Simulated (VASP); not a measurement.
C18Se: single point with PBEsol

Slab: C18Se, a slab with vacuum.

```
C Se
1.0
     7.39800    0.00000    0.00000
    -3.69900    6.40686    0.00000
     0.00000    0.00000   12.00000
C Se
18 1
Cartesian
  0.0330 0.0148 0.9319
  1.2671 0.7307 0.9087
  -1.2123 2.1631 0.9131
  0.0211 2.8743 0.9248
  -2.4379 4.2953 0.9568
  -1.2151 5.0006 0.9436
  2.4947 0.0222 0.9374
  3.7265 0.7459 0.9366
  1.2698 2.1570 0.9267
  2.4872 2.8555 0.9968
  0.0035 4.2736 0.9858
  1.2376 5.0199 1.1901
  4.9652 0.0543 0.9811
  6.1856 0.7386 0.9247
  3.7260 2.1579 0.9498
  4.9606 2.8699 0.9539
  2.5018 4.2883 1.1692
  3.7357 5.0183 1.0041
  1.5572 4.8065 3.2252
```

The cell was built by a generator and needn't be a form met in nature.

```yaml
Program: VASP 6.6.1
Task: single point
Functional: PBEsol
Potentials_or_basis: VASP PAW PBE potentials, release 64 (C, Se)
Cutoff: 520 eV
k_mesh: 2 × 2 × 1
Occupations: fermi-dirac, width 0.05 eV
Spin: no spin polarisation
Dipole_correction: no
Further_INCAR_settings: LREAL = Auto; ALGO = Fast; EDIFF = 1e-07; NBANDS = 54
```

```yaml
Largest_force: 0.460 eV/Å
Band_gap_on_the_k_mesh: 0.22 eV, direct
```

Forces on the atoms (eV/Å):
```
C   -0.019  0.008 -0.005
C   -0.016  0.002 -0.008
C   -0.026  0.007 -0.040
C   -0.031  0.007 -0.045
C   -0.029 -0.001  0.006
C   -0.020  0.004 -0.041
C   -0.013  0.017  0.008
C   -0.016  0.007 -0.012
C   -0.003  0.007 -0.010
C   -0.032  0.005  0.066
C   -0.011  0.011 -0.080
C   -0.067  0.023 -0.004
C   -0.007 -0.005 -0.035
C   -0.028  0.000 -0.035
C   -0.030  0.005  0.018
C   -0.016  0.015  0.000
C   -0.038  0.028  0.191
C   -0.025  0.028  0.058
Se   0.427 -0.167 -0.032
```

Levels at points of the mesh, in eV from the valence-band top:
```tsv
k point	band 35	band 36	band 37	band 38	band 39	band 40	band 41	band 42	band 43	band 44
(0.00, 0.00, 0.00)	-3.02	-1.45	-0.98	-0.78	0.00	0.22	0.59	1.91	3.65	4.22
(0.50, 0.00, 0.00)	-2.74	-2.59	-2.36	-0.73	-0.69	0.71	1.93	2.52	2.55	2.58
(0.00, 0.50, 0.00)	-2.74	-2.59	-2.36	-0.74	-0.67	0.71	1.93	2.51	2.56	2.58
(0.50, 0.50, 0.00)	-2.69	-2.61	-2.40	-0.71	-0.47	0.36	2.13	2.43	2.60	2.73
```

It took 6.3 min on 1 thread of AMD EPYC 7R13 Processor (Zen 3), on a shared host, peak memory 0.58 GiB.

Caveat: the k mesh is coarse (spacing up to 0.49 Å⁻¹), so the values aren't converged; the PAW data sets were made with another functional, which shifts forces and pressure a little. PBEsol gaps usually lie below the measured ones, often by a third to a half.
